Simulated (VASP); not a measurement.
ZnS: single point with PBE0

**Experimental background.**

“Electronic, vibrational, and thermodynamic properties of ZnS (zincblende and rocksalt structure)”, 2009, arxiv:0911.5022 quotes, for a bulk crystal of ZnS at 19 K: band gap 3.85 eV (direct).

ZnS:

```
Zn S
1.0
     0.00000    2.68040    2.68040
     2.68040    0.00000    2.68040
     2.68040    2.68040    0.00000
Zn S
1 1
Cartesian
  0.0000 0.0000 0.0000
  4.0206 4.0206 4.0206
```

The cell is a database's computed one.

| Quantity | Value |
| --- | --- |
| Program | VASP 6.6.1 |
| Task | single point |
| Functional | PBE0 |
| Potentials or basis | VASP PAW PBE potentials, release 64 (Zn, S) |
| Cutoff | 520 eV |
| k mesh | 6 × 6 × 6 |
| Occupations | gaussian, width 0.02 eV |
| Spin | no spin polarisation |
| Grid for exact exchange (PRECFOCK) | Fast |
| Exchange at q = 0 | truncated |
| Further INCAR settings | ALGO = Normal; EDIFF = 1e-06 |

| Property | Result |
| --- | --- |
| Pressure | 2.7 GPa |
| Band gap on the k mesh | 4.12 eV, direct |

Levels at points of the mesh, in eV from the valence-band top:
```csv
k point,band 7,band 8,band 9,band 10,band 11,band 12
"(0.00, 0.00, 0.00)",0.00,0.00,0.00,4.12,8.40,8.40
"(0.50, 0.00, 0.00)",-5.84,-0.97,-0.97,5.30,8.90,8.90
"(0.50, 0.50, 0.00)",-5.17,-2.47,-2.47,5.02,5.96,13.49
```

It took 8.6 min on 1 thread of Intel(R) Xeon(R) Platinum 8375C CPU @ 2.90GHz (Ice Lake) (shared host), peak memory 0.17 GiB.

A measured gap of ZnS is 3.85 eV (direct; 19 K; quoted in “Electronic, vibrational, and thermodynamic properties of ZnS (zincblende and rocksalt structure)”, 2009, arxiv:0911.5022); the calculated 4.12 eV misses it by +0.27 eV. The value is that of PBE0, without temperature or zero-point motion. The cell is a database's relaxed one, not the measured one, which moves gaps too.

Caveat: the PAW data sets were made with another functional, which shifts forces and pressure a little.
